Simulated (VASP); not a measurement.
An input for Ansatz (written as the equivalent of a VASP run, and not itself run):

Ansatz 0.2 input:
```yaml
crystal:
  lattice:
    - [0.0000000, 2.7137072, 2.6322959]
    - [2.6322959, 0.0000000, 2.6322959]
    - [2.6322959, 2.7137072, 0.0000000]
  atoms:
    - { symbol: Ca, position: [0.0000000, 0.0000000, 0.0000000] }
    - { symbol: F, position: [0.2500000, 0.2500000, 0.2500000] }
    - { symbol: F, position: [0.7500000, 0.7500000, 0.7500000] }
kpoints:
  mp_grid: { grid: [6, 6, 6] }
hamiltonian:
  xc: pbesol
  pseudopotentials: { kind: paw }
scf:
  occupations: { method: gaussian, width: 0.05 }
  max_iter: 100
output: { forces: true, stress: true, eigenvalues: true }
```

Task: Write the VASP files for the same calculation (PBEsol).

Result: This is not unique; one that fits is 
POSCAR:
```
CaF2
3.7806330
  0.0000000000   0.7177917459   0.6962579935
  0.6962579935   0.0000000000   0.6962579935
  0.6962579935   0.7177917459   0.0000000000
Ca F
1 2
Direct
  0.0000000000   0.0000000000   0.0000000000
  0.2500000000   0.2500000000   0.2500000000
  0.7500000000   0.7500000000   0.7500000000
```

**INCAR**
```
GGA=PS   ! PBEsol
ENCUT=600   ! plane-wave cut-off (eV)
ISIF=2   ! forces and stress, cell fixed
LWAVE=.FALSE.
NELM=100
LCHARG=.FALSE.
SYSTEM=CaF2
SIGMA=0.05
EDIFF=1E-7   ! SCF stop (eV)
PREC=Accurate
ALGO=Normal   ! blocked Davidson
LASPH=.TRUE.   ! aspherical one-centre terms
LREAL=.FALSE.
ISMEAR=0   ! Gaussian
```

### KPOINTS
```
Automatic mesh
0
Gamma
6 6 6
0 0 0
```

POTCAR, in this order: Ca_sv F (PBE.64 set). Program: vasp_std.

What does not carry over: each code has its own PAW files, so the cut-off isn't converted (ENCUT is set for VASP's; basis.ecutwfc is left out, and Ansatz then takes the one that its files recommend); Ansatz stops its SCF on the density residual and VASP on the energy change (EDIFF).

The compound is CaF2 in the fluorite structure. This cell was strained or had an atom moved on purpose.
